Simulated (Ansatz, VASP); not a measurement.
## F (F2) in two plane-wave programs

One calculation is typed for both programs; each brings its own data sets and cutoff. How far apart do they land? The structure shown is the end of the VASP relaxation below.

Program: Ansatz 0.2.0. Level of theory: plane waves, with VASP 6.6.1 beside it; single point at PBEsol. Results are calculated unless marked as measured.

### 1. The structure

The cell holds 2 atoms: 2 F. Its edges and angles: a = 10.000 Å, b = 10.500 Å, c = 13.000 Å, α = 90.0°, β = 90.0°, γ = 90.0°. Vacuum lies along a, b and c.

As a file:

```xyz
2
Lattice="10.0000 0.0000 0.0000 0.0000 10.5000 0.0000 0.0000 0.0000 13.0000" Properties=species:S:1:pos:R:3
F     5.0000    5.2500    5.7957
F     5.0000    5.2500    7.2043
```

### 2. VASP: relaxation, PBEsol

This run makes the geometry at which the two programs are then compared.

Lines of VASP's logs that name or quote its potential files are left out, and so is its time.

INCAR

```
SYSTEM = F
PREC = Normal
ENCUT = 400
EDIFF = 1E-05
NELM = 120
ISMEAR = 0
SIGMA = 0.01
LREAL = Auto
ALGO = Normal
GGA = PS
NBANDS = 13
LASPH = .TRUE.
LORBIT = 11
LWAVE = .FALSE.
LCHARG = .FALSE.
NCORE = 2
IBRION = 2
NSW = 60
ISIF = 2
EDIFFG = -0.03
POTIM = 0.4
MAXMIX = 40
ISYM = 0
```

POSCAR

```
F
1.0
   10.0000000000      0.0000000000      0.0000000000
    0.0000000000     10.5000000000      0.0000000000
    0.0000000000      0.0000000000     13.0000000000
F
2
Direct
    0.5000000000      0.5000000000      0.4457692300
    0.5000000000      0.5000000000      0.5542307700
```

KPOINTS

```
Automatic mesh
0
Gamma
1 1 1
0 0 0
```

The projector-augmented-wave data sets are F (PBE family, release 64).

Run with:

```sh
$ mpirun -np 2 vasp_gam
```

Numbers of over 12 decimals in the logs are rounded to 6 here.

The program printed:

```text
[banner, memory and clock lines left out]
running    2 mpi-ranks, on    1 nodes
 distrk:  each k-point on    2 cores,    1 groups
 distr:  one band on    2 cores,    1 groups

 POSCAR found type information on POSCAR F
 POSCAR found :  1 types and       2 ions
|                                                                             |
|               ----> ADVICE to this user running VASP <----                  |
|                                                                             |
|     You have a (more or less) 'small supercell' and for smaller cells       |
|     it is recommended to use the reciprocal-space projection scheme!        |
|     The real-space optimization is not efficient for small cells and it     |
|     is also less accurate ...                                               |
|     Therefore, set LREAL=.FALSE. in the INCAR file.                         |
|                                                                             |

|                                                                             |
|               ----> ADVICE to this user running VASP <----                  |
|                                                                             |
|     You enforced a specific xc type in the INCAR file but a different       |
|     [... a line on the potential file left out ...]
|     I HOPE YOU KNOW WHAT YOU ARE DOING!                                     |
|                                                                             |

 LDA part: xc-table for (Slater+PW92), standard interpolation
 POSCAR, INCAR and KPOINTS ok, starting setup
 FFT: planning ... GRIDC
 FFT: planning ... GRID_SOFT
 FFT: planning ... GRID
 WAVECAR not read
 entering main loop
       N       E                     dE             d eps       ncg     rms          rms(c)
DAV:   1     0.170261306484E+03    0.17026E+03   -0.32613E+03    34   0.512E+02
DAV:   2     0.678969214759E+02   -0.10236E+03   -0.85905E+02    36   0.115E+02
DAV:   3     0.266084559912E+01   -0.65236E+02   -0.64988E+02    36   0.106E+02
DAV:   4    -0.468219328911E+01   -0.73430E+01   -0.73419E+01    26   0.439E+01
DAV:   5    -0.474311560257E+01   -0.60922E-01   -0.60922E-01    34   0.391E+00    0.796E+00
DAV:   6    -0.403194375484E+01    0.71117E+00   -0.37623E-01    26   0.580E+00    0.447E+00
DAV:   7    -0.385198394215E+01    0.17996E+00   -0.40095E-01    34   0.614E+00    0.494E-01
DAV:   8    -0.385067699869E+01    0.13069E-02   -0.54972E-02    36   0.163E+00    0.911E-02
DAV:   9    -0.385090361864E+01   -0.22662E-03   -0.71935E-04    31   0.218E-01    0.506E-02
DAV:  10    -0.385141961333E+01   -0.51599E-03   -0.13458E-04    39   0.924E-02    0.176E-02
DAV:  11    -0.385165613932E+01   -0.23653E-03   -0.18311E-05    39   0.310E-02    0.688E-03
DAV:  12    -0.385185424960E+01   -0.19811E-03   -0.80091E-06    39   0.188E-02    0.421E-03
DAV:  13    -0.385207012596E+01   -0.21588E-03   -0.98432E-06    34   0.164E-02    0.243E-03
DAV:  14    -0.385215928084E+01   -0.89155E-04   -0.71866E-06    39   0.134E-02    0.179E-03
DAV:  15    -0.385221879931E+01   -0.59518E-04   -0.18660E-06    26   0.803E-03    0.145E-03
DAV:  16    -0.385225065934E+01   -0.31860E-04   -0.83767E-07    26   0.530E-03    0.873E-04
DAV:  17    -0.385226169381E+01   -0.11034E-04   -0.20699E-07    18   0.272E-03    0.246E-04
DAV:  18    -0.385226478733E+01   -0.30935E-05   -0.77902E-08    18   0.153E-03
   1 F= -.38522648E+01 E0= -.38522648E+01  d E =-.385226E+01
 curvature:   0.00 expect dE= 0.000E+00 dE for cont linesearch  0.000E+00
 trial: gam= 0.00000 g(F)=  0.237E-03 g(S)=  0.000E+00 ort = 0.000E+00 (trialstep = 0.100E+01)
 search vector abs. value=  0.237E-03
 bond charge predicted
       N       E                     dE             d eps       ncg     rms          rms(c)
DAV:   1    -0.385210674683E+01    0.15495E-03   -0.71554E-02    36   0.235E+00    0.849E-02
DAV:   2    -0.385201800687E+01    0.88740E-04   -0.92408E-04    31   0.271E-01    0.390E-02
DAV:   3    -0.385210714236E+01   -0.89135E-04   -0.21448E-05    26   0.447E-02    0.658E-03
DAV:   4    -0.385214699066E+01   -0.39848E-04   -0.34262E-06    18   0.151E-02    0.132E-03
DAV:   5    -0.385214872459E+01   -0.17339E-05   -0.41950E-07    28   0.510E-03
   2 F= -.38521487E+01 E0= -.38521487E+01  d E =0.116063E-03
 trial-energy change:    0.000116  1 .order    0.000120   -0.000237    0.000477
 step:   0.3318(harm=  0.3318)  dis= 0.00071  next Energy=    -3.852304 (dE=-0.393E-04)
 bond charge predicted
       N       E                     dE             d eps       ncg     rms          rms(c)
DAV:   1    -0.385228909187E+01   -0.14210E-03   -0.31926E-02    36   0.157E+00    0.568E-02
DAV:   2    -0.385228998395E+01   -0.89208E-06   -0.39574E-04    26   0.179E-01    0.575E-03
DAV:   3    -0.385230745953E+01   -0.17476E-04   -0.15757E-06    18   0.119E-02    0.123E-03
DAV:   4    -0.385230827935E+01   -0.81981E-06   -0.18593E-07    18   0.364E-03
   3 F= -.38523083E+01 E0= -.38523083E+01  d E =-.434920E-04
 curvature:  -0.17 expect dE=-0.224E-08 dE for cont linesearch -0.224E-08
 trial: gam=-0.00749 g(F)=  0.135E-07 g(S)=  0.000E+00 ort = 0.179E-05 (trialstep = 0.866E+00)
 search vector abs. value=  0.101E-09
 reached required accuracy - stopping structural energy minimisation
```

Parts of OUTCAR (step 2):

```text
ion  position               nearest neighbor table
   1  0.500  0.500  0.446-   2 1.41
   2  0.500  0.500  0.554-   1 1.41

 Found      1 irreducible k-points:

   k-points           NKPTS =      1   k-points in BZ     NKDIM =      1   number of bands    NBANDS=     13

   dimension x,y,z NGX =    50 NGY =   54 NGZ =   64
   dimension x,y,z NGXF=   100 NGYF=  108 NGZF=  128

   ENCUT  =  400.0 eV  29.40 Ry    5.42 a.u.  16.31 17.12 21.20*2*pi/ulx,y,z

   NELECT =      14.0000    total number of electrons

 k-points in reciprocal lattice and weights: Automatic mesh
   0.00000000  0.00000000  0.00000000       1.000

 average (electrostatic) potential at core
       1 -87.7974       2 -87.7974

 E-fermi :  -9.2380

 k-point     1 :       0.0000    0.0000    0.0000
  band No.  band energies     occupation
    ...
      3     -15.4187      2.00000
      4     -12.7737      2.00000
      5     -12.7720      2.00000
      6      -9.3143      2.00000
      7      -9.3129      2.00000
      8      -5.7718      0.00000
      9      -0.2620      0.00000
     10       0.6642      0.00000
     11       0.6900      0.00000
     12       1.1262      0.00000
    ...

  Total       -2.8920812     -2.9480850     -1.7759874      0.0000000      0.0000004      0.0000006
  in kB       -3.3945985     -3.4603333     -2.0845763      0.0000000      0.0000004      0.0000007
  external PRESSURE =      -2.9798361 kB  Pullay stress =       0.0000000 kB

  energy-cutoff  :      400.00
  volume of cell :     1365.00
      direct lattice vectors                 reciprocal lattice vectors
    10.000000000  0.000000000  0.000000000     0.100000000  0.000000000  0.000000000
     0.000000000 10.500000000  0.000000000     0.000000000  0.095238095  0.000000000
     0.000000000  0.000000000 13.000000000     0.000000000  0.000000000  0.076923077

 POSITION                                       TOTAL-FORCE (eV/Angst)
 -----------------------------------------------------------------------------------
      5.00000      5.25000      5.79571        -0.000000      0.000000      0.000418
      5.00000      5.25000      7.20429         0.000000     -0.000000     -0.000418
 -----------------------------------------------------------------------------------
    total drift:                               -0.000000     -0.000000      0.000006

  FREE ENERGIE OF THE ION-ELECTRON SYSTEM (eV)
  ---------------------------------------------------
  free  energy   TOTEN  =        -3.8523082793 eV

  energy  without entropy=       -3.8523082793  energy(sigma->0) =       -3.85230828

 reached required accuracy - stopping structural energy minimisation

 total charge
# of ion       s       p       d       tot
------------------------------------------
    1        1.798   4.136   0.000   5.934
    2        1.798   4.136   0.000   5.934
--------------------------------------------------
tot          3.596   8.272   0.000  11.868
```

### 3. Ansatz: single point, PBEsol

Ansatz runs on its default PAW (the set named soft_2) files.

The same cell, functional, mesh and smearing now go to Ansatz, which takes its cutoff from its data sets.

input.yaml

```yaml
crystal:
  lattice:
    - [10.0, 0.0, 0.0]
    - [0.0, 10.5, 0.0]
    - [0.0, 0.0, 13.0]
  atoms:
    - { symbol: F, position: [0.5, 0.5, 0.4458238] }
    - { symbol: F, position: [0.5, 0.5, 0.5541762] }
hamiltonian:
  xc: pbesol
  pseudopotentials: { kind: paw }
kpoints:
  mp_grid: { grid: [1, 1, 1] }
scf:
  occupations: { method: gaussian, width: 0.01 }
  n_extra_bands: 4
output:
  forces: true
  eigenvalues: true
```

Run with:

```sh
$ ansatz run input.yaml --threads 8 --pin off --max-ram 18432MiB --backend cpu --events-out ev --progress --plain --runs-dir out
```

The program printed:

```text
scf.n_extra_bands = 4 over 7 filled bands (N_el = 14.0): the run solves 11 bands
Engine: ansatz 0.2.0, aarch64-unknown-linux-gnu
Pseudopotentials: kind: paw
Pseudopotential: F, paw, valence charge 7, recommended cutoff 420 eV (normal), F.paw.azcp
Functional definition: PBEsol
  exchange = pbesol_x
  correlation = pbesol_c
Crystal: 2 atoms, lattice volume = 1365.000 Å³
Basis set: ecut = 420 eV, 26737 PW (Γ), exchange–correlation on 144×144×180 points (8 copies of the dense FFT grid, shifted against one another)
Bands: 11, of which v1, the nominal top of the filled ones, is band 7 counted from 1 (6 counted from 0)
Symmetry: 8 space group operations
Space group: Pmmm (ITA 47), of the structure as read, at distance tolerance 1.1e-4 Å
k-points: 1
Non-local potential: F, projectors of the file, l = 0: 2, l = 1: 2, l = 2: 1
PAW form: soft (Blöchl's): semilocal exchange-correlation on the pseudo side does not see the compensation charge
PAW frozen core: F, regenerated for the run's functional, and the local potential with it (the file was generated under x = pbe(κ = 0.804, μ = 0.219515), c = pbe(β = 0.066725))
PAW one-centre angular grid: F, 110 points (default); XC on 64 Gauss nodes
Initial density: superposition of atomic densities (neutral atoms: chi_scale 0, normalization atom), corrected by the library's trained network
Initial wavefunctions: pseudopotential atomic-orbital guess
Functional: x = pbesol(κ = 0.804, μ = 0.123457), c = pbesol(β = 0.046)
SCF iter   1: F=—  HF=-1595.286391 eV  |F-HF|=—  |Δ(HF+E_count)|=         —  Δρ=1.17e-3  dr2=7.25e-3  ethr=1.77e-3  ⟨swp⟩=5.0  Hψ=70  notcnv=0
preconditioner: auto → Resta (q_TF=auto, 1.272 Å⁻¹)  ε∞=1.1  [insulator: Δε(μ)=3.594 eV  Ē_g=10.612 eV  σ=0.010 eV  W_gap=1.00  n_scr=40 (ndim 8)  ℏωp=3.2 eV  f_vac=0.952  D(μ)=0.00/eV (n_scr^D=0)  ε∞_Penn≈1.1  vacuum switching on, ρ_ref=8.2e-3 e/Å³]
SCF iter   2: F=—  HF=-1595.284293 eV  |F-HF|=—  |Δ(HF+E_count)|=   2.10e-3  Δρ=1.69e-4  dr2=1.30e-4  ethr=5.18e-5  ⟨swp⟩=3.0  Hψ=40  notcnv=0
SCF iter   3: F=—  HF=-1595.284542 eV  |F-HF|=—  |Δ(HF+E_count)|=   2.49e-4  Δρ=9.43e-5  dr2=2.63e-5  ethr=9.31e-7  ⟨swp⟩=5.0  Hψ=22  notcnv=0
SCF iter   4: F=—  HF=-1595.284685 eV  |F-HF|=—  |Δ(HF+E_count)|=   1.43e-4  Δρ=8.66e-6  dr2=3.18e-7  ethr=1.88e-7  ⟨swp⟩=5.0  Hψ=27  notcnv=0
iter 5 did not close the SCF: its close was put off for the readings that it lacked (scf_convergence_deferred on its scf_iter line)
SCF iter   5: F=-1595.284690 eV  HF=-1595.284690 eV  |F-HF|=2.28e-7  |Δ(HF+E_count)|=   5.22e-6  Δρ=1.58e-6  dr2=6.10e-9  ethr=2.27e-9  ⟨swp⟩=2.0  Hψ=20  notcnv=0
SCF iter   6: F=-1595.284690 eV  HF=-1595.284690 eV  |F-HF|=1.95e-10  |Δ(HF+E_count)|=   2.28e-7  Δρ=1.21e-7  dr2=7.09e-11  ethr=4.36e-11  ⟨swp⟩=5.0  Hψ=52  notcnv=0
SCF 1 converged in 6 iterations: F = -1595.284690 eV  dr2 = 7.09e-11
  greatest PAW one-centre occupation: 0.938 electrons in one spin orbital (limit 2), on the F atom at site 1 (counted from 0), in its partial waves of l = 0
SCF converged after 6 iterations
Free energy (F): -1595.284690 eV
Harris-Foulkes:  -1595.284690 eV  (|F-HF|=1.95e-10)
Internal energy: -1595.284690 eV  (E = F + TS)
E sigma→0 (E₀):  -1595.284690 eV
Fermi energy:    -7.437115 eV
--- Per-component energies (eV) ---
  E_band       = -240.879597
  E_kinetic    = 403.095921
  E_local      = -3046.300881  (includes V_loc(G=0)·N_el)
  E_nonlocal   = 147.502392
  E_hartree    = 1290.352118
  E_xc         = -153.564456
  E_vxc        = -197.775155  (∫ρ·V_xc dr)
  E_paw        = -384.504248  (= ΣΔE_a)
  E_vpaw       = -128.110468  (= ΣTr[D̂ρ^β])
  E_aug_tail   = 0.003997  (compensation charges beyond the density's cutoff)
  E_ewald      = 148.045582
  E_core_change = 0.084885  (= ΣΔE_core)
  E_smearing   = -0.000000  (= −TS)
  E_closure    = -0.000000  (closes the sum)
  Σ components = -1595.284690   (vs F -1595.284690, Δ=0.00e0)
--- Forces (eV/Å), atoms counted from 1 ---
  atom   1  F      0.00000000     0.00000000     0.38157608
  atom   2  F      0.00000000     0.00000000    -0.38157608
  max |Σ_I F_I| component: 0.00e0 eV/Å
--- Band table (eV) ---
  k-point 0: bands = [... 3 lower, -12.6952, -12.6951, -9.2345, -9.2345, -5.6397, -0.1953, 0.7434, 0.7524]
```

It took 1.4 s on 8 threads of Arm Neoverse N1, shared host; peak memory 0.68 GiB; 7.6 s of CPU time.

Reading the cycles: dr2 is the Hartree energy of the density residual (eV), the measure of convergence; HF is the Harris–Foulkes estimate of the energy, which meets the free energy F at convergence.

### 4. Differences

Known differences besides the potentials themselves: the cutoff is 420 eV in Ansatz and 400 eV in VASP (PREC = Normal, projectors in real space); Ansatz makes its cores anew for this functional, VASP keeps those of its PBE data sets. Total energies have different zeros and are not compared.

Compared:

```tsv
quantity	Ansatz	VASP	difference
gap on the k mesh (eV)	3.595	3.541	+0.054
```

At this near-relaxed geometry the largest component of a force difference is 381 meV/Å.

### 5. What the set-up changes

Further runs change the set-up of one program: Ansatz's method, potentials or start, or VASP's data sets, cutoff or form of LDA. The table gives Ansatz less VASP for each quantity, since a change that brings one quantity closer may part another.

```tsv
run	r.m.s. force difference (meV/Å)	gap on the k mesh (eV)
as above	220	0.054
cores kept as stored	214	0.055
Ansatz's larger PAW set (cutoff 1300 eV)	247	0.067
norm-conserving potentials (cutoff 1143 eV)	213	-0.15
```

### 6. Outcome

| Property | Result |
| --- | --- |
| r.m.s. force difference (single point, PBEsol) | 220 meV/Å |
| difference in gap on the k mesh (single point, PBEsol) | 0.054 eV |

**Reading.** The r.m.s. force difference is 220 meV/Å (single point, PBEsol), beyond the 12 meV/Å picked in this series as the mark of a large difference. Single point, PBEsol, norm-conserving potentials (cutoff 1143 eV): the difference in gap on the k mesh goes from 0.054 to -0.15 eV. How closely two codes agree says nothing of how well the functional describes the real material.

[Lines on the potential files, build, host, timing and source positions are cut from VASP's logs without a mark.]

[Logs are printed without paths, hosts, clocks, repeated set-up lines and the standing remarks that a program may print on its own settings, such as how far it seeks lower states.]

[Hosts, paths, dates, database ids (printed as entryN), source tags and the programs' standing remarks are cut or masked in the printed files.]
